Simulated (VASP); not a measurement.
Calculation: PBE GGA with spin-orbit coupling, VASP's PBE PAW potentials (set 64) (plane waves; VASP 6.6.1).

The input files of a VASP run:

### INCAR
```
# general
SYSTEM     = Se
PREC       = Accurate
ENCUT      = 400   # plane-wave cut-off (eV)
LREAL      = .False.
LASPH      = .True.   # aspherical one-centre terms

# electronic loop
EDIFF      = 1E-6
NELM       = 100   # most electronic steps
ALGO       = Normal   # blocked Davidson
LMAXMIX    = 4

# smearing
ISMEAR     = 0
SIGMA      = 0.05   # width (eV)

# functional
GGA        = PE
GGA_COMPAT = .False.

# spin
MAGMOM     = 9*0
LSORBIT    = .True.

# ions
ISIF       = 2   # forces and stress, cell fixed

# output
LWAVE      = .False.
LCHARG     = .False.
```

File KPOINTS:
```
Automatic mesh
0
Gamma
5 5 4
0 0 0
```

**POSCAR**
```
Se
1
    2.2287000000    -3.8602220000     0.0000000000
    2.2287000000     3.8602220000     0.0000000000
    0.0000000000     0.0000000000     5.0490000000
Se
3
Direct
  0.0000000000   0.2250000000   0.6666670000
  0.7750000000   0.7750000000   0.0000000000
  0.2250000000   0.0000000000   0.3333330000
```

POTCAR, in this order: Se (PBE.64 set). Program: vasp_ncl.

What VASP printed:

OSZICAR:
```
       N       E                     dE             d eps       ncg     rms          rms(c)
DAV:   1     0.853858456908E+02    0.85386E+02   -0.62199E+03  1196   0.933E+02
DAV:   2    -0.374588995400E+01   -0.89132E+02   -0.86570E+02  1656   0.175E+02
DAV:   3    -0.105818310673E+02   -0.68359E+01   -0.67830E+01  1510   0.533E+01
DAV:   4    -0.106564061171E+02   -0.74575E-01   -0.74442E-01  1330   0.655E+00
DAV:   5    -0.106571801200E+02   -0.77400E-03   -0.77388E-03  1386   0.662E-01    0.640E+00
DAV:   6    -0.105959825847E+02    0.61198E-01   -0.39741E-02  1282   0.146E+00    0.396E+00
DAV:   7    -0.105750751824E+02    0.20907E-01   -0.72772E-02  1246   0.195E+00    0.835E-01
DAV:   8    -0.105753264099E+02   -0.25123E-03   -0.51330E-03  1318   0.495E-01    0.178E-01
DAV:   9    -0.105750265989E+02    0.29981E-03   -0.13565E-03  1254   0.253E-01    0.729E-02
DAV:  10    -0.105751674461E+02   -0.14085E-03   -0.31495E-04  1322   0.120E-01    0.222E-02
DAV:  11    -0.105751792451E+02   -0.11799E-04   -0.10144E-05  1330   0.232E-02    0.101E-02
DAV:  12    -0.105751834157E+02   -0.41707E-05   -0.41160E-06  1282   0.150E-02    0.376E-03
DAV:  13    -0.105751840718E+02   -0.65605E-06   -0.61221E-07   718   0.571E-03
   1 F= -.10575184E+02 E0= -.10575184E+02  d E =-.138645E-14  mag=    -0.0000    -0.0000     0.0000
```

### OUTCAR
```
------------------------ aborting loop because EDIFF is reached ----------------------------------------
  FORCE on cell =-STRESS in cart. coord.  units (eV):
  Direction    XX          YY          ZZ          XY          YZ          ZX
  --------------------------------------------------------------------------------------
  Total       -0.1457493     -0.1457493     -0.0876861      0.0000000     -0.0000000      0.0000000
  in kB       -2.6879289     -2.6879294     -1.6171199      0.0000000     -0.0000000      0.0000000
  external PRESSURE =      -2.3309927 kB  Pullay stress =       0.0000000 kB
  volume of cell :       86.88
      direct lattice vectors                 reciprocal lattice vectors
     2.228700000 -3.860222000  0.000000000     0.224346031 -0.129526229  0.000000000
     2.228700000  3.860222000  0.000000000     0.224346031  0.129526229  0.000000000
     0.000000000  0.000000000  5.049000000     0.000000000  0.000000000  0.198059022
 POSITION                                       TOTAL-FORCE (eV/Angst)
 -----------------------------------------------------------------------------------
      0.50146      0.86855      3.36600        -0.057362     -0.099354      0.000000
      3.45448      0.00000      0.00000         0.114724      0.000000      0.000000
      0.50146     -0.86855      1.68300        -0.057362      0.099354     -0.000000
 -----------------------------------------------------------------------------------
    total drift:                               -0.000199      0.000000     -0.000000
  FREE ENERGIE OF THE ION-ELECTRON SYSTEM (eV)
  ---------------------------------------------------
  free  energy   TOTEN  =       -10.5751840718 eV

  energy  without entropy=      -10.5751840718  energy(sigma->0) =      -10.57518407

 Ion:    1  E_soc:     -0.0464019

 Ion:    2  E_soc:     -0.0464019

 Ion:    3  E_soc:     -0.0464019
```
(Selected blocks of OUTCAR.)

The compound is Se in the trig structure. The cell was not relaxed at this level.
